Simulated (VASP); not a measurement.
```
CELL_PARAMETERS angstrom
      0.00000     2.86621     2.86621
      2.86621     0.00000     2.86621
      2.86621     2.86621     0.00000
ATOMIC_POSITIONS crystal
  Al 0.00000 0.00000 0.00000
  As 0.75000 0.75000 0.75000
```

All values below come from PBE GGA, VASP's PBE PAW potentials (set 64) (plane waves; VASP). Numerical set-up: PREC = Normal, EDIFF = 1E-5, 400 eV cut-off, 9×9×9 Γ-centred mesh, Gaussian smearing of 0.050 eV, potentials Al As.

Problem. Predict the energy per atom (σ→0).

Solution. 
| Property | Value |
|---|---|
| energy per atom (σ→0) | -4.694 eV/atom |

The absolute energy has meaning only against runs of the same code, potentials and settings.

The compound is AlAs in the zinc blende structure. It was relaxed first.
